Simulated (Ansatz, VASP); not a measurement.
**SnO2 (amorphous SnO2): VASP beside Ansatz**

One calculation is typed for both programs; each brings its own data sets. How far apart do they land? The structure shown is the start of the Ansatz relaxation below; VASP solves that cell, so the two are compared at the walk's first step.

Calculated with Ansatz 0.2.0; plane waves, with VASP 6.6.1 beside it; single point at r2SCAN.

## 1. The starting structure

The cell holds 72 atoms: 24 Sn and 48 O. Its edges and angles: a = 9.771 Å, b = 9.875 Å, c = 10.006 Å, α = 93.1°, β = 88.4°, γ = 89.8°. As first built, before any earlier steps moved the atoms (in the runner's words): 72 atoms (24 Sn, 48 O) placed at random at 6.03 g/cm^3, melted at 5000 K for 10 ps at fixed volume with the Morse and Coulomb pair potential with partial charges (Pedone, Malavasi, Menziani, Cormack and Segre, J. Phys. Chem. B 110, 11780 (2006)). Quenched from 5000 K to 300 K at 50 K/ps and fixed volume, held 10 ps at zero pressure, then minimised at fixed cell.

## 2. Ansatz: relaxation, r2SCAN

Ansatz runs on its default PAW (the set named soft_2) files.

The two programs are compared at the cell with which this relaxation starts, whose forces are those of its first step.

input.yaml reads:

```yaml
crystal:
  lattice:
    - [9.76964, 0.01866, 0.13828]
    - [0.01866, 9.87161, -0.26745]
    - [0.13828, -0.26745, 10.00124]
  atoms:
    - { symbol: Sn, position: [0.73172, 0.67309, 0.33424] }
    - { symbol: Sn, position: [0.04439, 0.22036, 0.42573] }
    - { symbol: Sn, position: [0.51658, 0.17173, 0.07205] }
    - { symbol: Sn, position: [0.76552, 0.47058, 0.57757] }
    - { symbol: Sn, position: [0.24475, 0.70048, 0.35707] }
    - { symbol: Sn, position: [0.47932, 0.71871, 0.59906] }
    - { symbol: Sn, position: [0.98948, 0.20167, 0.9469] }
    - { symbol: Sn, position: [0.19448, 0.46467, 0.75911] }
    - { symbol: Sn, position: [0.21486, 0.04069, 0.17515] }
    - { symbol: Sn, position: [0.57694, 0.00156, 0.47901] }
    - { symbol: Sn, position: [0.81678, 0.01891, 0.23335] }
    - { symbol: Sn, position: [0.99772, 0.72622, 0.11479] }
    - { symbol: Sn, position: [0.82699, 0.53069, 0.94042] }
    - { symbol: Sn, position: [0.0012, 0.68891, 0.64555] }
    - { symbol: Sn, position: [0.27348, 0.82912, 0.88846] }
    - { symbol: Sn, position: [0.36853, 0.28763, 0.43586] }
    - { symbol: Sn, position: [0.49394, 0.85637, 0.13659] }
    - { symbol: Sn, position: [0.19611, 0.98569, 0.59819] }
    - { symbol: Sn, position: [0.46172, 0.54058, 0.06406] }
    - { symbol: Sn, position: [0.11865, 0.42857, 0.18314] }
    - { symbol: Sn, position: [0.80191, 0.92259, 0.88517] }
    - { symbol: Sn, position: [0.81273, 0.14066, 0.63052] }
    - { symbol: Sn, position: [0.51707, 0.38274, 0.7763] }
    - { symbol: Sn, position: [0.75288, 0.3715, 0.20837] }
    - { symbol: O, position: [0.87164, 0.54768, 0.74596] }
    - { symbol: O, position: [0.60169, 0.95851, 0.27441] }
    - { symbol: O, position: [0.37262, 0.99901, 0.03499] }
    - { symbol: O, position: [0.35389, 0.36023, 0.64108] }
    - { symbol: O, position: [0.63574, 0.95217, 0.00809] }
    - { symbol: O, position: [0.37359, 0.17495, 0.23313] }
    - { symbol: O, position: [0.85566, 0.7391, 0.97015] }
    - { symbol: O, position: [0.70042, 0.17646, 0.17779] }
    - { symbol: O, position: [0.35331, 0.46754, 0.89202] }
    - { symbol: O, position: [0.898, 0.85275, 0.718] }
    - { symbol: O, position: [0.61994, 0.51887, 0.92154] }
    - { symbol: O, position: [0.39419, 0.91399, 0.54392] }
    - { symbol: O, position: [0.54442, 0.20589, 0.46735] }
    - { symbol: O, position: [0.07515, 0.3116, 0.80694] }
    - { symbol: O, position: [0.83902, 0.33937, 0.00694] }
    - { symbol: O, position: [0.8598, 0.81958, 0.25114] }
    - { symbol: O, position: [0.54899, 0.37611, 0.14309] }
    - { symbol: O, position: [0.65445, 0.01801, 0.66456] }
    - { symbol: O, position: [0.44542, 0.78528, 0.78191] }
    - { symbol: O, position: [0.03682, 0.05993, 0.28568] }
    - { symbol: O, position: [0.13541, 0.86652, 0.05804] }
    - { symbol: O, position: [0.86184, 0.63251, 0.49454] }
    - { symbol: O, position: [0.37636, 0.60783, 0.46343] }
    - { symbol: O, position: [0.50278, 0.21796, 0.8867] }
    - { symbol: O, position: [0.13225, 0.80204, 0.51756] }
    - { symbol: O, position: [0.23917, 0.13281, 0.47043] }
    - { symbol: O, position: [0.14503, 0.22792, 0.07923] }
    - { symbol: O, position: [0.69689, 0.31636, 0.6941] }
    - { symbol: O, position: [0.91156, 0.02397, 0.04436] }
    - { symbol: O, position: [0.15282, 0.67837, 0.80388] }
    - { symbol: O, position: [0.3111, 0.87209, 0.26996] }
    - { symbol: O, position: [0.78366, 0.06388, 0.43036] }
    - { symbol: O, position: [0.85605, 0.11188, 0.82288] }
    - { symbol: O, position: [0.19063, 0.98524, 0.79604] }
    - { symbol: O, position: [0.95003, 0.33342, 0.26729] }
    - { symbol: O, position: [0.11044, 0.51953, 0.59065] }
    - { symbol: O, position: [0.29973, 0.5302, 0.19516] }
    - { symbol: O, position: [0.04433, 0.53584, 0.02135] }
    - { symbol: O, position: [0.68244, 0.47075, 0.38351] }
    - { symbol: O, position: [0.57904, 0.54697, 0.64978] }
    - { symbol: O, position: [0.06967, 0.63219, 0.27795] }
    - { symbol: O, position: [0.56421, 0.67757, 0.20252] }
    - { symbol: O, position: [0.01325, 0.08555, 0.57837] }
    - { symbol: O, position: [0.8115, 0.5641, 0.16263] }
    - { symbol: O, position: [0.62924, 0.78888, 0.47779] }
    - { symbol: O, position: [0.89312, 0.30903, 0.53461] }
    - { symbol: O, position: [0.38378, 0.72527, 0.02342] }
    - { symbol: O, position: [0.18991, 0.35921, 0.36604] }
kpoints:
  mp_grid: { grid: [1, 1, 1] }
hamiltonian:
  xc: r2scan
scf:
  occupations: { method: fermi_dirac, width: 0.05 }
output:
  forces: true
  eigenvalues: true
  stress: true
relax:
  f_tol: 0.05
  max_steps: 70
```

Command:

```
$ ansatz run input.yaml --threads 4 --pin off --max-ram 8192MiB --backend cpu --events-out ev --progress --plain --runs-dir out
```

Numbers of over 12 decimals in the logs are rounded to 6 here.

The log of the run:

```text
Warning: output.stress: scf.convergence.dr2_threshold = 1e-7 eV (the SCF's general default) is looser than the 7.2e-9 eV advised for a printed stress (1e-10 eV for each atom of the cell: 72). What an SCF threshold leaves in a stress goes as its square root, and in the free energy as the threshold itself, and one threshold admits the most on a small cell: [figures from the program's tests cut] Every solve of this run  [...]
Engine: ansatz 0.2.0, x86_64-unknown-linux-gnu
Pseudopotentials: kind: paw
Pseudopotential: Sn, paw, valence charge 14, recommended cutoff 500 eV (meta_gga), Sn.paw.azcp
Pseudopotential: O, paw, valence charge 6, recommended cutoff 500 eV (meta_gga), O.paw.azcp
Functional definition: r2SCAN
  parameter k0 = 0.174
  parameter k1 = 0.065
  parameter a1 = 4.9479
  exchange = r2scan_x(k0 = k0, k1 = k1, a1 = a1)
  correlation = r2scan_c
Crystal: 72 atoms, lattice volume = 963.648 Å³
Basis set: ecut = 500 eV, 24425 PW (Γ), exchange–correlation on 288×300×300 points (64 copies of the dense FFT grid, shifted against one another)
Bands: 384, of which v1, the nominal top of the filled ones, is band 312 counted from 1 (311 counted from 0)
Symmetry: 1 space group operations
Space group: P1 (ITA 1), of the structure as read, at distance tolerance 9.9e-5 Å
k-points: 1
Non-local potential: Sn, projectors of the file, l = 0: 2, l = 1: 2, l = 2: 2, l = 3: 2
Non-local potential: O, projectors of the file, l = 0: 2, l = 1: 2, l = 2: 1
PAW form: soft (Blöchl's): semilocal exchange-correlation on the pseudo side does not see the compensation charge
PAW frozen core: Sn, regenerated for the run's functional (the file was generated under x = pbe(κ = 0.804, μ = 0.219515), c = pbe(β = 0.066725))
PAW frozen core: O, regenerated for the run's functional (the file was generated under x = pbe(κ = 0.804, μ = 0.219515), c = pbe(β = 0.066725))
PAW one-centre angular grid: Sn, 590 points (default); XC on 249 of its mesh's 2787 points in the sphere
PAW one-centre angular grid: O, 302 points (default); XC on 160 Gauss nodes
Initial density: superposition of atomic densities (neutral atoms: chi_scale 0, normalization atom), corrected by the library's trained network
Initial wavefunctions: pseudopotential atomic-orbital guess
Functional: x = r2scan, c = r2scan; τ floored in thin density (d = 2e-4 eV/Å³)
SCF iter   1: F=—  HF=-172207.653226 eV  |F-HF|=—  |Δ(HF+E_count)|=         —  Δρ=1.17e-2  dr2=1.20e0  dr2_τ=3.03e0  ethr=1.77e-3  ⟨swp⟩=5.0  Hψ=1411  notcnv=0  defer=42
preconditioner: auto → Resta (q_TF=auto, 2.538 Å⁻¹)  ε∞=3.3  [insulator: Δε(μ)=0.972 eV  Ē_g=19.717 eV  σ=0.050 eV  W_gap=1.00  n_scr=252 (ndim 8)  ℏωp=29.9 eV  f_vac=0.081  D(μ)=0.01/eV (n_scr^D=0)  ε∞_Penn≈3.3]
SCF iter   2: F=—  HF=-172208.692340 eV  |F-HF|=—  |Δ(HF+E_count)|=    1.04e0  Δρ=6.54e-3  dr2=2.25e-1  dr2_τ=2.48e-2  ethr=1.93e-4  ⟨swp⟩=2.0  Hψ=633  notcnv=0  defer=64
SCF iter   3: F=—  HF=-172208.682518 eV  |F-HF|=—  |Δ(HF+E_count)|=   9.82e-3  Δρ=2.27e-3  dr2=4.40e-2  dr2_τ=5.19e-3  ethr=3.61e-5  ⟨swp⟩=2.0  Hψ=474  notcnv=0  defer=64
SCF iter   4: F=—  HF=-172208.679006 eV  |F-HF|=—  |Δ(HF+E_count)|=   3.51e-3  Δρ=1.01e-3  dr2=8.97e-3  dr2_τ=1.57e-3  ethr=7.05e-6  ⟨swp⟩=2.0  Hψ=500  notcnv=0  defer=64
SCF iter   5: F=—  HF=-172208.677757 eV  |F-HF|=—  |Δ(HF+E_count)|=   1.25e-3  Δρ=2.40e-4  dr2=4.26e-4  dr2_τ=4.81e-5  ethr=1.44e-6  ⟨swp⟩=2.0  Hψ=597  notcnv=0  defer=64
SCF iter   6: F=—  HF=-172208.677957 eV  |F-HF|=—  |Δ(HF+E_count)|=   2.00e-4  Δρ=1.39e-4  dr2=1.75e-4  dr2_τ=2.28e-5  ethr=6.83e-8  ⟨swp⟩=2.0  Hψ=497  notcnv=0  defer=64
SCF iter   7: F=-172208.677937 eV  HF=-172208.677942 eV  |F-HF|=4.21e-6  |Δ(HF+E_count)|=   1.51e-5  Δρ=3.80e-5  dr2=1.23e-5  dr2_τ=1.40e-6  ethr=1.00e-8  ⟨swp⟩=11.0  Hψ=1920  notcnv=0
SCF 1 converged in 7 iterations: F = -172208.677937 eV  dr2 = 1.23e-5
  greatest PAW one-centre occupation: 0.996 electrons in one spin orbital (limit 2), on the Sn atom at site 16 (counted from 0), in its partial waves of l = 2
[...]
--- Relaxed structure (7 steps of the walk, 7 accepted, 0 SCFs on fresh bases) ---
  F+E_penalty+E_count = -172208.87271392 eV   max|allowed force component| = 4.877e-2 eV/Å
  atoms:
    - { symbol: Sn, position: [0.732581, 0.671741, 0.333549] }
    - { symbol: Sn, position: [0.040074, 0.214145, 0.422886] }
    - { symbol: Sn, position: [0.504967, 0.187407, 0.080634] }
    - { symbol: Sn, position: [0.766518, 0.468653, 0.577900] }
    - { symbol: Sn, position: [0.246320, 0.704181, 0.356677] }
    - { symbol: Sn, position: [0.481290, 0.718099, 0.593345] }
    - { symbol: Sn, position: [0.986713, 0.206015, 0.947696] }
    - { symbol: Sn, position: [0.196145, 0.462930, 0.760387] }
    - { symbol: Sn, position: [0.215546, 0.040454, 0.172739] }
    - { symbol: Sn, position: [0.575370, 0.00426872, 0.475098] }
    - { symbol: Sn, position: [0.806713, 0.017019, 0.226818] }
    - { symbol: Sn, position: [1.001892, 0.725850, 0.118614] }
    - { symbol: Sn, position: [0.828173, 0.533084, 0.942783] }
    - { symbol: Sn, position: [0.000586253, 0.684573, 0.646617] }
    - { symbol: Sn, position: [0.269182, 0.819821, 0.884324] }
    - { symbol: Sn, position: [0.361560, 0.287680, 0.442258] }
    - { symbol: Sn, position: [0.497562, 0.858474, 0.132757] }
    - { symbol: Sn, position: [0.195346, 0.982554, 0.597301] }
    - { symbol: Sn, position: [0.461346, 0.545495, 0.064840] }
    - { symbol: Sn, position: [0.118845, 0.427213, 0.187023] }
    - { symbol: Sn, position: [0.814367, 0.919532, 0.889163] }
    - { symbol: Sn, position: [0.813433, 0.139015, 0.628946] }
    - { symbol: Sn, position: [0.520038, 0.387495, 0.778459] }
    - { symbol: Sn, position: [0.752839, 0.371418, 0.207949] }
    - { symbol: O, position: [0.870356, 0.544915, 0.747699] }
    - { symbol: O, position: [0.597718, 0.962636, 0.272874] }
    - { symbol: O, position: [0.382389, 1.006659, 0.041370] }
    - { symbol: O, position: [0.355660, 0.362572, 0.644179] }
    - { symbol: O, position: [0.652271, 0.934487, 0.012848] }
    - { symbol: O, position: [0.363903, 0.183056, 0.236981] }
    - { symbol: O, position: [0.868851, 0.736474, 0.969698] }
    - { symbol: O, position: [0.694402, 0.178732, 0.171569] }
    - { symbol: O, position: [0.356086, 0.471330, 0.891787] }
    - { symbol: O, position: [0.901006, 0.849216, 0.719667] }
    - { symbol: O, position: [0.621356, 0.521343, 0.924037] }
    - { symbol: O, position: [0.395340, 0.913956, 0.541358] }
    - { symbol: O, position: [0.537703, 0.205430, 0.463500] }
    - { symbol: O, position: [0.077980, 0.311002, 0.808878] }
    - { symbol: O, position: [0.837749, 0.341787, 0.006266] }
    - { symbol: O, position: [0.857671, 0.819590, 0.248280] }
    - { symbol: O, position: [0.547614, 0.384456, 0.148740] }
    - { symbol: O, position: [0.655472, 0.019084, 0.656152] }
    - { symbol: O, position: [0.435539, 0.773541, 0.775148] }
    - { symbol: O, position: [0.040558, 0.057604, 0.283102] }
    - { symbol: O, position: [0.137761, 0.866411, 0.055627] }
    - { symbol: O, position: [0.861335, 0.631287, 0.497100] }
    - { symbol: O, position: [0.375896, 0.609031, 0.460576] }
    - { symbol: O, position: [0.505858, 0.226400, 0.893547] }
[...]
- { symbol: O, position: [0.071651, 0.634757, 0.281180] }
    - { symbol: O, position: [0.563267, 0.680474, 0.201648] }
    - { symbol: O, position: [0.0096725, 0.078231, 0.573989] }
    - { symbol: O, position: [0.809319, 0.563466, 0.163432] }
    - { symbol: O, position: [0.628575, 0.789456, 0.472189] }
    - { symbol: O, position: [0.895300, 0.306915, 0.537037] }
    - { symbol: O, position: [0.385656, 0.729605, 0.021269] }
    - { symbol: O, position: [0.184290, 0.357522, 0.369299] }
```

In the SCF lines HF is the Harris–Foulkes energy and dr2 the Hartree energy of the density residual, in eV; the loop may stop once dr2 is under the threshold and the program's other checks hold. Hψ counts applications of the Hamiltonian.

[end of part 1 of 2]

[Lines on the potential files, build, host, timing and source positions are cut from VASP's logs without a mark.]

[Logs are printed without paths, hosts, clocks, repeated set-up lines and the standing remarks that a program may print on its own settings, such as how far it seeks lower states.]

[Hosts, paths, dates, database ids (printed as entryN), source tags and the programs' standing remarks are cut or masked in the printed files.]
